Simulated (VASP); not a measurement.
Data:

```yaml
crystal:
  lattice:
    - [4.11378, 0.00000, 0.00000]
    - [-2.05689, 3.56263, 0.00000]
    - [0.00000, 0.00000, 3.99393]
  atoms:
    - { symbol: Ga, position: [0.33333, 0.66667, 0.50000] }
    - { symbol: Ga, position: [0.66667, 0.33333, 0.50000] }
    - { symbol: Y, position: [0.00000, 0.00000, 0.00000] }
```

Computed with LDA (Ceperley-Alder, Perdew-Zunger), VASP's LDA PAW potentials (set 64) (plane waves; VASP). Numerical set-up: 400 eV cut-off, Gaussian smearing of 0.050 eV, potentials Ga_d Y_sv.

Question: Give the energies of bands 15 to 21 at the high-symmetry points, in eV from the Fermi level.

Answer: 
```csv
band,Γ,M,K,A,L,H
15,-10.11,-7.43,-6.63,-8.85,-7.54,-6.59
16,-0.92,-6.70,-6.63,-4.53,-5.37,-6.59
17,-0.92,-1.30,-4.29,0.77,-2.28,-2.71
18,-0.22,-0.88,0.40,0.77,-1.77,-1.31
19,0.09,-0.53,0.40,0.88,-1.40,-1.31
20,1.43,2.79,2.49,0.88,2.36,3.14
21,3.20,3.67,2.49,1.76,4.07,4.22
```

It has no gap at this level: it comes out as a metal or semimetal.

The structure comes from a measured YGa2 entry (P6/mmm) of the Crystallography Open Database, whose conditions weren't checked. It was relaxed first, which changed the volume by -8 %. The electron count is odd and the run is not spin-polarised, which forces a metal.
